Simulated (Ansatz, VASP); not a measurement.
**Zn (Zinc) in two plane-wave programs**

Aim: how closely do two programs agree when they are given the same cell, functional and k mesh? The cell is taken from a series of runs on this material, whose earlier steps may have relaxed, scaled, displaced or heated it; both programs get it as it stands.

Method: plane waves, with VASP 6.6.1 beside it; zone-centre phonons at PBEsol, in Ansatz 0.2.0.

## (1) Set-up

It takes space group P6_3/mmc (No. 194, hexagonal). Conventional cell: a = 2.563 Å, b = 2.563 Å, c = 4.612 Å, α = 90.00°, β = 90.00°, γ = 120.00°. Zn has 12 Zn at 2.56 to 2.74 Å nearest.

## (2) VASP: zone-centre phonons, PBEsol, pair 1

Second derivatives magnify differences that forces hide, and they need a tight electronic threshold.

Lines of VASP's logs that name or quote its potential files are left out, and so is its time.

File INCAR:

```
SYSTEM = Zn
PREC = Accurate
ENCUT = 500
EDIFF = 1E-08
NELM = 120
ISMEAR = 1
SIGMA = 0.2
LREAL = .FALSE.
ALGO = Normal
GGA = PS
NBANDS = 18
LORBIT = 11
LWAVE = .FALSE.
LCHARG = .FALSE.
ISIF = 2
IBRION = 8
LASPH = .TRUE.
GGA_COMPAT = .FALSE.
KPAR = 2
```

File POSCAR:

```
Zn
1.0
    2.5628843592      0.0000000000      0.0000000000
   -1.2814421796      2.2195229620      0.0000000000
    0.0000000000      0.0000000000      4.6116493884
Zn
2
Direct
    0.3333333333      0.6666666667      0.2500000000
    0.6666666667      0.3333333333      0.7500000000
```

File KPOINTS:

```
Automatic mesh
0
Gamma
18 18 8
0 0 0
```

PAW data sets: Zn (PBE family, release 64).

Launch:

```
$ mpirun -np 2 vasp_std
```

Numbers of over 12 decimals in the logs are rounded to 6 here.

What it wrote:

```text
[banner, memory and clock lines left out]
running    2 mpi-ranks, on    1 nodes
 distrk:  each k-point on    1 cores,    2 groups
 distr:  one band on    1 cores,    1 groups

 POSCAR found type information on POSCAR Zn
 POSCAR found :  1 types and       2 ions
|                                                                             |
|               ----> ADVICE to this user running VASP <----                  |
|                                                                             |
|     You enforced a specific xc type in the INCAR file but a different       |
|     [... a line on the potential file left out ...]
|     I HOPE YOU KNOW WHAT YOU ARE DOING!                                     |
|                                                                             |

 LDA part: xc-table for (Slater+PW92), standard interpolation
 POSCAR, INCAR and KPOINTS ok, starting setup
 FFT: planning ... GRIDC
 FFT: planning ... GRID_SOFT
 FFT: planning ... GRID
 WAVECAR not read
 entering main loop
       N       E                     dE             d eps       ncg     rms          rms(c)
DAV:   1     0.102964550308E+03    0.10296E+03   -0.12270E+04  7028   0.214E+03
DAV:   2     0.378300222351E+00   -0.10259E+03   -0.99711E+02  6712   0.294E+02
DAV:   3    -0.348337803837E+01   -0.38617E+01   -0.38470E+01  7492   0.658E+01
DAV:   4    -0.350148221113E+01   -0.18104E-01   -0.18099E-01  7366   0.447E+00
DAV:   5    -0.350150256638E+01   -0.20355E-04   -0.20355E-04  7220   0.134E-01    0.575E+00
DAV:   6    -0.314320530851E+01    0.35830E+00   -0.14236E+00  7168   0.272E+01    0.391E+00
DAV:   7    -0.312375468883E+01    0.19451E-01   -0.53220E-02  8500   0.417E+00    0.200E+00
DAV:   8    -0.311471213617E+01    0.90426E-02   -0.20449E-03  9260   0.745E-01    0.592E-02
DAV:   9    -0.311466249862E+01    0.49638E-04   -0.24284E-04  9198   0.220E-01    0.278E-02
DAV:  10    -0.311466606975E+01   -0.35711E-05   -0.19953E-05  7118   0.413E-02    0.286E-03
DAV:  11    -0.311466595717E+01    0.11258E-06   -0.63281E-07  7306   0.111E-02    0.217E-03
DAV:  12    -0.311466565725E+01    0.29992E-06   -0.65864E-09  4590   0.182E-03    0.652E-04
DAV:  13    -0.311466567541E+01   -0.18157E-07   -0.11002E-08  3684   0.202E-03    0.517E-05
DAV:  14    -0.311466567571E+01   -0.29604E-09   -0.20527E-09  3566   0.382E-04
   1 F= -.31146657E+01 E0= -.31145455E+01  d E =-.360433E-03
 Linear response reoptimize wavefunctions to high precision
DAV:   1    -0.311466567672E+01   -0.10182E-08   -0.76047E-11  3704   0.108E-04
DAV:   2    -0.311466567674E+01   -0.20009E-10   -0.42329E-12  3528   0.192E-05
 Linear response DOF=           2
 Linear response progress:
  Degree of freedom:   1/  2
       N       E                     dE             d eps       ncg     rms          rms(c)
RMM:   1    -0.200033903655E+00   -0.20003E+00    0.15119E-03 40442   0.184E+00
RMM:   2    -0.199467981823E+00    0.56592E-03   -0.81317E-04 42113   0.343E-01    0.541E-02
RMM:   3    -0.199049790782E+00    0.41819E-03   -0.52828E-05 52700   0.594E-02    0.309E-02
RMM:   4    -0.198625340057E+00    0.42445E-03   -0.49219E-05 51335   0.555E-02    0.289E-03
RMM:   5    -0.198640515694E+00   -0.15176E-04   -0.64690E-07 54029   0.528E-03    0.139E-03
RMM:   6    -0.198637889533E+00    0.26262E-05   -0.48888E-08 54100   0.157E-03    0.178E-04
RMM:   7    -0.198638540618E+00   -0.65108E-06   -0.39724E-09 53931   0.374E-04    0.492E-05
RMM:   8    -0.198637838482E+00    0.70214E-06    0.35295E-09 54770   0.108E-04    0.632E-06
RMM:   9    -0.198637701089E+00    0.13739E-06   -0.44287E-10 53835   0.479E-05    0.173E-06
RMM:  10    -0.198637717027E+00   -0.15937E-07    0.60810E-10 45888   0.311E-05    0.427E-07
RMM:  11    -0.198637722992E+00   -0.59651E-08   -0.92999E-11 34898   0.266E-05    0.210E-07
 first order change of Fermi-energy  -0.15843E-04
 force on displaced ion       1 direction 1 :  -1.009  -0.000   0.000
 Linear response progress:
  Degree of freedom:   2/  2
       N       E                     dE             d eps       ncg     rms          rms(c)
RMM:   1    -0.225654108943E+00   -0.22565E+00   -0.34000E-03 13464   0.212E+00
RMM:   2    -0.221585525823E+00    0.40686E-02   -0.17221E-03 13375   0.624E-01    0.615E-02
RMM:   3    -0.221589533894E+00   -0.40081E-05   -0.21724E-04 17048   0.855E-02    0.353E-02
RMM:   4    -0.221530275900E+00    0.59258E-04   -0.17804E-04 16934   0.390E-02    0.509E-03
RMM:   5    -0.221515520152E+00    0.14756E-04   -0.43244E-05 17435   0.678E-03    0.156E-03
RMM:   6    -0.221515175286E+00    0.34487E-06   -0.12940E-05 17502   0.174E-03    0.315E-04
RMM:   7    -0.221515000755E+00    0.17453E-06   -0.31632E-06 16724   0.551E-04    0.676E-05
RMM:   8    -0.221514505723E+00    0.49503E-06   -0.13474E-06 15815   0.158E-04    0.386E-05
RMM:   9    -0.221513730483E+00    0.77524E-06   -0.42295E-07 17573   0.760E-05    0.536E-06
RMM:  10    -0.221513755959E+00   -0.25476E-07   -0.16583E-07 17583   0.358E-05    0.118E-06
RMM:  11    -0.221513742580E+00    0.13378E-07   -0.58183E-08 12424   0.248E-05    0.456E-07
RMM:  12    -0.221513740634E+00    0.19459E-08   -0.23556E-08  9804   0.230E-05    0.610E-08
 first order change of Fermi-energy  -0.10553E-04
 force on displaced ion       1 direction 3 :   0.000  -0.000  -4.580
 Linear response finished
```

OUTCAR, selected parts (step 2):

```text
ion  position               nearest neighbor table
   1  0.333  0.667  0.250-   2 2.74   2 2.74   2 2.74   2 2.74   2 2.74   2 2.74
   2  0.667  0.333  0.750-   1 2.74   1 2.74   1 2.74   1 2.74   1 2.74   1 2.74

  LATTYP: Found a hexagonal cell.
 ALAT       =     2.5628843592
 C/A-ratio  =     1.7993981554

 Subroutine GETGRP returns: Found 24 space group operations
 (whereof 12 operations were pure point group operations)

The static configuration has the point symmetry D_3d.
 The point group associated with its full space group is D_6h.

 Found    185 irreducible k-points:

   k-points           NKPTS =    185   k-points in BZ     NKDIM =    185   number of bands    NBANDS=     18

   dimension x,y,z NGX =    20 NGY =   20 NGZ =   36
   dimension x,y,z NGXF=    40 NGYF=   40 NGZF=   72

   ENCUT  =  500.0 eV  36.75 Ry    6.06 a.u.   4.67  4.67  8.41*2*pi/ulx,y,z

   NELECT =      24.0000    total number of electrons

 k-points in reciprocal lattice and weights: Automatic mesh
   0.00000000  0.00000000  0.00000000       0.000
   0.05555556 -0.00000000  0.00000000       0.002
   0.11111111 -0.00000000  0.00000000       0.002
   0.16666667 -0.00000000  0.00000000       0.002
   0.22222222 -0.00000000  0.00000000       0.002
   0.27777778 -0.00000000  0.00000000       0.002
   0.33333333 -0.00000000  0.00000000       0.002
   0.38888889  0.00000000  0.00000000       0.002
   0.44444444 -0.00000000  0.00000000       0.002
[...]
0.33333333  0.27777778  0.50000000       0.005
   0.33333333  0.33333333  0.50000000       0.001

 average (electrostatic) potential at core
       1 -35.9527       2 -35.9527

  Total        1.4367173      1.4367173      1.3869799      0.0000000      0.0000000      0.0000000
  in kB       87.7479501     87.7479501     84.7102202      0.0000000      0.0000000      0.0000000
  external PRESSURE =      86.7353734 kB  Pullay stress =       0.0000000 kB

  energy-cutoff  :      500.00
  volume of cell :       26.23
      direct lattice vectors                 reciprocal lattice vectors
     2.562884359  0.000000000  0.000000000     0.390185377  0.225273632  0.000000000
    -1.281442180  2.219522962  0.000000000     0.000000000  0.450547265  0.000000000
     0.000000000  0.000000000  4.611649388     0.000000000  0.000000000  0.216842157

 POSITION                                       TOTAL-FORCE (eV/Angst)
 -----------------------------------------------------------------------------------
     -0.00000      1.47968      1.15291         0.000000     -0.000000      0.000000
      1.28144      0.73984      3.45874        -0.000000      0.000000      0.000000
 -----------------------------------------------------------------------------------
    total drift:                               -0.000000      0.000000      0.000000

 Eigenvectors and eigenvalues of the dynamical matrix
 ----------------------------------------------------

   1 f  =    5.851053 THz    36.763253 2PiTHz  195.170132 cm-1    24.198002 meV
             X         Y         Z           dx          dy          dz
     -0.000000  1.479682  1.152912     0.000000    0.000000   -0.707107
      1.281442  0.739841  3.458737     0.000000    0.000000    0.707107

   2 f  =    2.745790 THz    17.252308 2PiTHz   91.589701 cm-1    11.355671 meV
             X         Y         Z           dx          dy          dz
     -0.000000  1.479682  1.152912    -0.707107    0.000000    0.000000
      1.281442  0.739841  3.458737     0.707107    0.000000    0.000000

   3 f  =    2.745790 THz    17.252308 2PiTHz   91.589701 cm-1    11.355671 meV
             X         Y         Z           dx          dy          dz
     -0.000000  1.479682  1.152912     0.000000    0.707107    0.000000
      1.281442  0.739841  3.458737     0.000000   -0.707107    0.000000

   4 f  =    0.000000 THz     0.000000 2PiTHz    0.000000 cm-1     0.000000 meV
             X         Y         Z           dx          dy          dz
     -0.000000  1.479682  1.152912     0.000000   -0.707107    0.000000
      1.281442  0.739841  3.458737     0.000000   -0.707107    0.000000

   5 f  =    0.000000 THz     0.000000 2PiTHz    0.000000 cm-1     0.000000 meV
             X         Y         Z           dx          dy          dz
     -0.000000  1.479682  1.152912     0.707107    0.000000    0.000000
      1.281442  0.739841  3.458737     0.707107    0.000000    0.000000

   6 f  =    0.000000 THz     0.000000 2PiTHz    0.000000 cm-1     0.000000 meV
             X         Y         Z           dx          dy          dz
     -0.000000  1.479682  1.152912     0.000000    0.000000    0.707107
      1.281442  0.739841  3.458737     0.000000    0.000000    0.707107

 ELASTIC MODULI CONTR FROM IONIC RELAXATION (kBar)
 Direction    XX          YY          ZZ          XY          YZ          ZX
 --------------------------------------------------------------------------------
 XX          -9.3888      9.3888     -0.0000      0.0000      0.0000      0.0000
 YY           9.3888     -9.3888      0.0000     -0.0000     -0.0000      0.0000
 ZZ          -0.0000      0.0000     -0.0000      0.0000      0.0000      0.0000
 XY           0.0000     -0.0000      0.0000     -9.3888      0.0000      0.0000
 YZ           0.0000     -0.0000      0.0000      0.0000     -0.0000      0.0000
 ZX           0.0000      0.0000      0.0000      0.0000      0.0000      0.0000
 --------------------------------------------------------------------------------
```

Energies printed during the response cycles are not total energies of the cell.

## (3) Ansatz: zone-centre phonons, PBEsol, pair 1

Ansatz runs on its PAW soft_1 files.

The same cell, functional, mesh and smearing now go to Ansatz, which takes its cutoff from its data sets.

File input.yaml:

```yaml
crystal:
  lattice:
    - [2.5628843592, 0.0, 0.0]
    - [-1.2814421796, 2.219522962, 0.0]
    - [0.0, 0.0, 4.6116493884]
  atoms:
    - { symbol: Zn, position: [0.3333333333, 0.6666666667, 0.25] }
    - { symbol: Zn, position: [0.6666666667, 0.3333333333, 0.75] }
kpoints:
  mp_grid: { grid: [18, 18, 8] }
hamiltonian:
  xc: pbesol
  pseudopotentials: { kind: paw, azcp: { folder: soft_1 }, xc_functional: pbe }
scf:
  occupations: { method: methfessel_paxton, width: 0.2 }
output:
  eigenvalues: true
phonons:
  method: dfpt
```

Launch:

```
$ ansatz run input.yaml --threads 4 --pin off --max-ram 10240MiB --backend cpu --events-out ev --progress --plain --runs-dir out
```

What it wrote:

```text
zone centre: on kpoints.mp_grid the ground state, and the responses unless they are solved on pairs of k-points, stand on 455 of the mesh's 2592 k-points, reduced under 4 symmetry operations, with k and −k counted as one. Each operation leaves every solved displacement unchanged or reverses it
Engine: ansatz 0.2.0, x86_64-unknown-linux-gnu
Pseudopotentials: kind: paw
Pseudopotential: Zn, paw, valence charge 12, recommended cutoff 420 eV (normal), soft_1/Zn.paw.azcp
Functional definition: PBEsol
  exchange = pbesol_x
  correlation = pbesol_c
Crystal: 2 atoms, lattice volume = 26.233 Å³
Basis set: ecut = 420 eV, 513 PW (Γ), exchange–correlation on 36×36×64 points (8 copies of the dense FFT grid, shifted against one another)
Bands: 16, of which v1, the nominal top of the filled ones, is band 12 counted from 1 (11 counted from 0)
Symmetry: 24 space group operations
k-points: 455 of 2592 (irreducible under 4 space group operations, time reversal used)
Non-local potential: Zn, projectors of the file, l = 0: 2, l = 1: 2, l = 2: 3, l = 3: 1
PAW form: soft (Blöchl's): semilocal exchange-correlation on the pseudo side does not see the compensation charge
PAW frozen core: Zn, regenerated for the run's functional, and the local potential with it (the file was generated under x = pbe(κ = 0.804, μ = 0.219515), c = pbe(β = 0.066725))
PAW one-centre angular grid: Zn, 590 points (default); XC on 64 Gauss nodes
Initial density: superposition of atomic densities (chi_scale 0.1, normalization cell)
Initial wavefunctions: pseudopotential atomic-orbital guess
Functional: x = pbesol(κ = 0.804, μ = 0.123457), c = pbesol(β = 0.046)
SCF iter   1: F=—  HF=-6562.119128 eV  |F-HF|=—  |Δ(HF+E_count)|=         —  Δρ=7.85e-2  dr2=1.17e0  ethr=3.10e-3  ⟨swp⟩=5.7  Hψ=43481  notcnv=0
preconditioner: auto → none  [metal: Δε(μ)=0.033 eV  Ē_g=13.287 eV  σ=0.200 eV  W_gap=0.14  n_scr=2 (ndim 8)  ℏωp=35.5 eV  f_vac=0.000  D(μ)=0.49/eV (n_scr^D=2)  sad-step TF]
SCF iter   2: F=—  HF=-6561.825721 eV  |F-HF|=—  |Δ(HF+E_count)|=   2.93e-1  S|Δr|=    0.00e0  Δρ=2.64e-2  dr2=8.29e-2  ethr=3.10e-3  ⟨swp⟩=2.0  Hψ=17974  notcnv=0  defer=7
SCF iter   3: F=—  HF=-6561.766330 eV  |F-HF|=—  |Δ(HF+E_count)|=   5.94e-2  S|Δr|=    0.00e0  Δρ=1.19e-2  dr2=2.49e-2  ethr=3.45e-4  ⟨swp⟩=2.0  Hψ=17055  notcnv=0  defer=7
SCF iter   4: F=—  HF=-6561.764389 eV  |F-HF|=—  |Δ(HF+E_count)|=   1.94e-3  S|Δr|=    0.00e0  Δρ=5.72e-3  dr2=2.53e-3  ethr=1.04e-4  ⟨swp⟩=2.0  Hψ=12075  notcnv=0  defer=7
SCF iter   5: F=—  HF=-6561.765612 eV  |F-HF|=—  |Δ(HF+E_count)|=   1.22e-3  S|Δr|=    0.00e0  Δρ=6.66e-4  dr2=3.33e-5  ethr=1.06e-5  ⟨swp⟩=2.0  Hψ=12912  notcnv=0  defer=7
SCF iter   6: F=—  HF=-6561.765623 eV  |F-HF|=—  |Δ(HF+E_count)|=   1.09e-5  S|Δr|=    0.00e0  Δρ=4.89e-5  dr2=2.19e-7  ethr=1.39e-7  ⟨swp⟩=2.0  Hψ=12731  notcnv=0  defer=7
SCF iter   7: F=—  HF=-6561.765623 eV  |F-HF|=—  |Δ(HF+E_count)|=   3.20e-7  S|Δr|=    0.00e0  Δρ=2.20e-6  dr2=7.20e-10  ethr=9.11e-10  ⟨swp⟩=2.0  Hψ=12514  notcnv=0  defer=7
SCF iter   8: F=-6561.765623 eV  HF=-6561.765623 eV  |F-HF|=1.82e-12  |Δ(HF+E_count)|=  1.06e-10  S|Δr|=    0.00e0  Δρ=1.14e-7  dr2=1.25e-12  ethr=1.00e-12  ⟨swp⟩=5.7  Hψ=45031  notcnv=0
SCF 1 converged in 8 iterations: F = -6561.765623 eV  dr2 = 1.25e-12
  greatest PAW one-centre occupation: 0.980 electrons in one spin orbital (limit 2), on the Zn atom at site 1 (counted from 0), in its partial waves of l = 2
DFPT response loops at Γ: preconditioner auto → Kerker (q_TF=auto, 2.688 Å⁻¹) (partly filled bands, converged f_vac=0.000); β = 1.00, the filter's whole step (`scf.mixing.beta` (0.50) is not read by the response loops under this deck's `scf.mixing.preconditioner`; to damp them name `kerker` or `kerker_dos`, under which they read `scf.mixing.beta`, and type it under 1.00, their step now; both keys bind the ground state too); Broyden in place of MSR1
SCF converged after 8 iterations
Stability not checked: this state was not tested for a lower state beside it, because cold or Methfessel-Paxton smearing, or corrected tetrahedra, fill the levels in a way that the test cannot read (fill_not_monotonic; see scf.lower_state_search)
Free energy (F): -6561.765623 eV
Harris-Foulkes:  -6561.765623 eV  (|F-HF|=1.82e-12)
Internal energy: -6561.765280 eV  (E = F + TS)
E sigma→0 (E₀):  -6561.765537 eV
Entropy (-TS):   -0.000342 eV (-0.171 meV/atom)
Fermi energy:    13.292868 eV
--- Per-component energies (eV) ---
  E_band       = 139.690970
  E_kinetic    = 299.476168
  E_local      = -3319.669895  (includes V_loc(G=0)·N_el)
  E_nonlocal   = 1634.298376
  E_hartree    = 1231.872681
  E_xc         = -158.322334
  E_vxc        = -106.401721  (∫ρ·V_xc dr)
  E_paw        = -3715.249452  (= ΣΔE_a)
  E_vpaw       = -831.756871  (= ΣTr[D̂ρ^β])
  E_aug_tail   = -0.000450  (compensation charges beyond the density's cutoff)
  E_ewald      = -2535.765086
  E_core_change = 1.594712  (= ΣΔE_core)
  E_smearing   = -0.000342  (= −TS)
  E_closure    = -0.000000  (closes the sum)
  Σ components = -6561.765623   (vs F -6561.765623, Δ=0.00e0)
--- Band table (eV; the first three rows and the last of 455) ---
  k-point 0: bands = [... 8 lower, 5.6051, 5.9241, 5.9241, 8.9207, 10.7088, 29.2127, 31.8082, 31.8082]
  k-point 1: bands = [... 8 lower, 5.6237, 5.9166, 5.9166, 7.8946, 11.9760, 27.3352, 31.9225, 31.9225]
  k-point 2: bands = [... 8 lower, 5.6723, 5.8934, 5.8934, 6.5700, 14.0492, 24.4746, 32.2568, 32.2568]
  k-point 454: bands = [... 8 lower, 5.9996, 5.9996, 10.1857, 10.1857, 17.3523, 17.3523, 19.0217, 19.0217]
--- Phonons (Γ-DFPT): 2 representative perturbations + reference, on 455 of 2592 k-points (Σ response iterations 7) ---
  k mesh reduced under 4 symmetry operations, with k and −k counted as one. Each operation leaves every solved displacement unchanged or reverses it
  ASR residual: 2.210e-5 → 0.000e0 eV/Å²; symmetrization residual: 1.656e-13 eV/Å²
  ASR residual per site (eV/Å²): 2.21e-5 2.21e-5
  Γ frequencies (cm⁻¹): 0.00 0.00 0.00 91.82 91.82 193.54
  non-analytic LO–TO correction: not included (Born effective charges unavailable; polar crystals: no LO–TO splitting at Γ)
```

The column dr2 measures how far the density is from self-consistency, as an energy; F and HF (Harris–Foulkes) agree once it is small.

## (4) Side by side

Known differences besides the potentials themselves: the cutoff is 420 eV in Ansatz and 500 eV in VASP; Ansatz makes its cores anew for this functional, VASP keeps those of its PBE data sets. Total energies have different zeros and are not compared.

Compared:

```tsv
quantity	Ansatz	VASP	difference
optical mode 1 to 2 (cm⁻¹)	91.8	91.6	+0.25 %
optical mode 3 (cm⁻¹)	193.5	195.2	-0.84 %
```

Modes are paired by rising frequency, not by their patterns, so a pair may set unlike modes beside each other; they are those without the splitting of longitudinal modes.

(Part 1 of 2 ends here.)

[Lines on the potential files, build, host, timing and source positions are cut from VASP's logs without a mark.]

[Logs are printed without paths, hosts, clocks, repeated set-up lines and the standing remarks that a program may print on its own settings, such as how far it seeks lower states.]

[Hosts, paths, dates, database ids (printed as entryN), source tags and the programs' standing remarks are cut or masked in the printed files.]
